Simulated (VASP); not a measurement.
# Li2V (F-43m) in VASP: reference runs

Reference runs on Li2V: the cell as given.

Everything below comes from runs of VASP 6.6.1. Logs are shortened: lines on timing, memory, paths and dates and some standing lists are left out, and cuts for length are marked.

### 1 Starting point

The structure is cubic, space group F-43m (No. 216). The conventional cell has a = 6.522 Å, b = 6.522 Å, c = 6.522 Å, α = 90.00°, β = 90.00°, γ = 90.00°. Li (site symmetry -43m) has 4 Li at 2.82 Å as nearest neighbours. Li (site symmetry -43m) has 4 Li at 2.82 Å and 4 V at 2.82 Å as nearest neighbours. V (site symmetry -43m) has 4 Li at 2.82 Å as nearest neighbours.

The cell was built by a generator and needn't be a form met in nature.

### 2 Single point, PBE, collinear spin, ferromagnetic start

Contents of INCAR:

```
SYSTEM = Li2V
PREC     = Accurate       ! precision mode
ENCUT    = 520            ! plane-wave cutoff, eV
EDIFF    = 1E-7           ! SCF threshold, eV
ISMEAR   = -1             ! smearing method
SIGMA    = 0.05           ! smearing width, eV
LREAL    = .False.        ! projectors in reciprocal space
LASPH    = .True.         ! aspherical terms in the spheres
NELM     = 150            ! most SCF steps
ALGO     = Normal         ! electronic algorithm
ISIF     = 2              ! what is computed and relaxed
LWAVE    = .False.        ! write WAVECAR
LCHARG   = .False.        ! write CHGCAR
ISPIN    = 2              ! spin polarisation
MAGMOM   = 0 0 2          ! initial moments
LORBIT   = 11             ! projections on sites
LMAXMIX  = 4              ! l up to which the mixer works
GGA      = PE             ! functional
NBANDS   = 20             ! bands
```

Contents of KPOINTS:

```
regular mesh
0
Gamma
  7 7 7
  0 0 0
```

Contents of POSCAR:

```
Li2V
1.0
    0.0000000000      3.2608953900      3.2608953900
    3.2608953900      0.0000000000      3.2608953900
    3.2608953900      3.2608953900      0.0000000000
Li V
2 1
Direct
    0.7500000000      0.7500000000      0.7500000000
    0.0000000000      0.0000000000      0.0000000000
    0.2500000000      0.2500000000      0.2500000000
```

Potentials or basis: VASP PAW PBE potentials, release 64 (Li_sv, V_sv).

The run is started by

```
$ cat potpaw_PBE.64/Li_sv/POTCAR potpaw_PBE.64/V_sv/POTCAR > POTCAR
$ mpirun -np 1 vasp_std > vasp.out
```

OUTCAR:

```text
SYSTEM = Li2V
   PREC = Accurate
   ENCUT = 520
   EDIFF = 1E-7
   ISMEAR = -1
   LREAL = .False.
   LASPH = .True.
   NELM = 150
   ISIF = 2
   ISPIN = 2
   LORBIT = 11
   GGA = PE

 ion  position               nearest neighbor table
   1  0.750  0.750  0.750-
   2  0.000  0.000  0.000-
   3  0.250  0.250  0.250-

  LATTYP: Found a face centered cubic cell.
 ALAT       =     6.5217907800

  Lattice vectors:

 A1 = (   0.0000000000,   3.2608953900,   3.2608953900)
 A2 = (   3.2608953900,   0.0000000000,   3.2608953900)
 A3 = (   3.2608953900,   3.2608953900,   0.0000000000)

Analysis of symmetry for initial positions (statically):
=====================================================================
 Subroutine PRICEL returns:
 Original cell was already a primitive cell.

 Routine SETGRP: Setting up the symmetry group for a
 face centered cubic supercell.

 Subroutine GETGRP returns: Found 24 space group operations
 (whereof 24 operations were pure point group operations)
 out of a pool of 48 trial point group operations.

The static configuration has the point symmetry T_d .

Analysis of symmetry for dynamics (positions and initial velocities):
=====================================================================
 Subroutine PRICEL returns:
 Original cell was already a primitive cell.

 Routine SETGRP: Setting up the symmetry group for a
 face centered cubic supercell.

 Subroutine GETGRP returns: Found 24 space group operations
 (whereof 24 operations were pure point group operations)
 out of a pool of 48 trial point group operations.

The dynamic configuration has the point symmetry T_d .

Analysis of structural, dynamic, and magnetic symmetry:
=====================================================================
 Subroutine PRICEL returns:
 Original cell was already a primitive cell.

 Routine SETGRP: Setting up the symmetry group for a
 face centered cubic supercell.

 Subroutine GETGRP returns: Found 24 space group operations
 (whereof 24 operations were pure point group operations)
 out of a pool of 48 trial point group operations.

The overall configuration has the point symmetry T_d .

 Subroutine INISYM returns: Found 24 space group operations
 (whereof 24 operations are pure point group operations),
 and found     1 'primitive' translations

----------------------------------------------------------------------------------------
[... 113 lines left out ...]
  Thomas-Fermi vector in A             =   2.198755
   LORBIT       =     11    0 simple, 1 ext, 2 COOP (PROOUT), +10 PAW based schemes
   GGA     = PE    functional components
   LHFCALC =     F    Hartree Fock is set to
   AEXX    =    0.0000 exact exchange contribution
   IVDW    =     0    specifies the selected vdW correction
   LEPSILON=     F    determine dielectric tensor
   LRPA    =     F    only Hartree local field effects (RPA)
 spin polarized calculation
  energy-cutoff  :      520.00
  volume of cell :       69.35
 maximum number of plane-waves:      1893
 NGX is ok and might be reduce to    36
   NGX = 17   NGY = 17   NGZ = 17

 number of electron      18.9999997 magnetization       4.2071800

 Free energy of the ion-electron system (eV)
  ---------------------------------------------------
  ext. energy  EPLUGINS =         0.00000000
  ---------------------------------------------------
  free energy    TOTEN  =        -9.65238229 eV

  energy without entropy =       -9.60452326  energy(sigma->0) =       -9.62845278

 E-fermi :   1.5424     XC(G=0):  -7.8238

 val. band max:        1.5366869259   @ k =  -0.4286   0.2857   0.1429
 cond. band min:       1.5612841137   @ k =  -0.4286   0.4286   0.1429
 fundamental gap:      0.0245971878
 Fermi energy:         1.5423813808

 spin component 1

 k-point     1 :       0.0000    0.0000    0.0000
  band No.  band energies     occupation
      1     -63.0687      1.00000
      2     -44.7537      1.00000
      3     -44.5650      1.00000
      4     -36.9673      1.00000
      5     -36.9673      1.00000
      6     -36.9673      1.00000
[... 436 lines left out ...]
      6     -36.9678      1.00000
[... 12 lines left out ...]
     19      10.1132      0.00000
     20      12.0256      0.00000
 Fermi energy:         1.5423813808

 spin component 2

 k-point     1 :       0.0000    0.0000    0.0000
  band No.  band energies     occupation
      1     -60.1184      1.00000
      2     -44.7347      1.00000
      3     -44.4893      1.00000
      4     -34.0393      1.00000
      5     -34.0393      1.00000
      6     -34.0393      1.00000
[... 449 lines left out ...]
     19      10.8466      0.00000
     20      12.6041      0.00000

------------------------ aborting loop because EDIFF is reached ----------------------------------------

  FORCE on cell =-STRESS in cart. coord.  units (eV):
  Direction    XX          YY          ZZ          XY          YZ          ZX
  --------------------------------------------------------------------------------------
  -------------------------------------------------------------------------------------
  Total       -0.7417811     -0.7417811     -0.7417811      0.0000000     -0.0000000      0.0000000
  in kB      -17.1374327    -17.1374327    -17.1374327      0.0000000     -0.0000000      0.0000000
  external PRESSURE =     -17.1374327 kB  Pullay stress =       0.0000000 kB

 VOLUME and BASIS-vectors are now :
 -----------------------------------------------------------------------------
  energy-cutoff  :      520.00
  volume of cell :       69.35
      direct lattice vectors                 reciprocal lattice vectors
     0.000000000  3.260895390  3.260895390    -0.153332119  0.153332119  0.153332119
     3.260895390  0.000000000  3.260895390     0.153332119 -0.153332119  0.153332119
     3.260895390  3.260895390  0.000000000     0.153332119  0.153332119 -0.153332119

 POSITION                                       TOTAL-FORCE (eV/Angst)
 -----------------------------------------------------------------------------------
      4.89134      4.89134      4.89134        -0.000000     -0.000000     -0.000000
      0.00000      0.00000      0.00000         0.000000      0.000000      0.000000
      1.63045      1.63045      1.63045         0.000000     -0.000000      0.000000
 -----------------------------------------------------------------------------------
    total drift:                                0.000000      0.000000      0.000000

  FREE ENERGIE OF THE ION-ELECTRON SYSTEM (eV)
  ---------------------------------------------------
  free  energy   TOTEN  =        -9.6523822867 eV

  energy  without entropy=       -9.6045232634  energy(sigma->0) =       -9.62845278

 total charge

# of ion       s       p       d       tot
------------------------------------------
    1        2.031   0.040   0.000   2.071
    2        2.043   0.061   0.000   2.104
    3        2.238   6.018   3.062  11.318
--------------------------------------------------
tot          6.312   6.119   3.062  15.493

 magnetization (x)

# of ion       s       p       d       tot
------------------------------------------
    1       -0.002   0.014   0.000   0.012
    2        0.010   0.027   0.000   0.038
    3        0.048   0.027   2.975   3.050
--------------------------------------------------
tot          0.057   0.068   2.975   3.100
```

stdout:

```text
POSCAR found type information on POSCAR LiV
 POSCAR found :  2 types and       3 ions
 scaLAPACK will be used
 LDA part: xc-table for (Slater+PW92), standard interpolation
 POSCAR, INCAR and KPOINTS ok, starting setup
 FFT: planning ... GRIDC
 FFT: planning ... GRID_SOFT
 FFT: planning ... GRID
 WAVECAR not read
 entering main loop
```

Run time: 2.2 min. Hardware: 1 thread of AMD EPYC 7R43 (Zen 3), shared host; peak memory 0.22 GiB.

What came out:

| Quantity | Value |
| --- | --- |
| Free energy | -9.6524 eV |
| Band gap on the k mesh | none (metal or under the smearing width) |
| Net moment | 4.21 μB per cell |
| Site moments | Li +0.01, +0.04; V +3.05 μB |
| Valence electrons inside the program's atomic spheres | Li 2.07, 2.10; V 11.32 |

Levels at points of the mesh, in eV from the Fermi level:
Spin up:
```tsv
k point	band 9	band 10	band 11	band 12	band 13	band 14	band 15	band 16
(0.00, 0.00, 0.00)	-0.58	-0.58	-0.19	-0.19	4.29	4.29	4.29	5.75
```
Spin down:
| k point | band 5 | band 6 | band 7 | band 8 | band 9 | band 10 |
| --- | --- | --- | --- | --- | --- | --- |
| (0.00, 0.00, 0.00) | -35.58 | -35.58 | -3.41 | 1.67 | 1.67 | 1.67 |

Caveat: the cutoff is under 1.25 times the usual one of these potentials, so pressure, stress and relaxed cells hold a basis-set (Pulay) error.
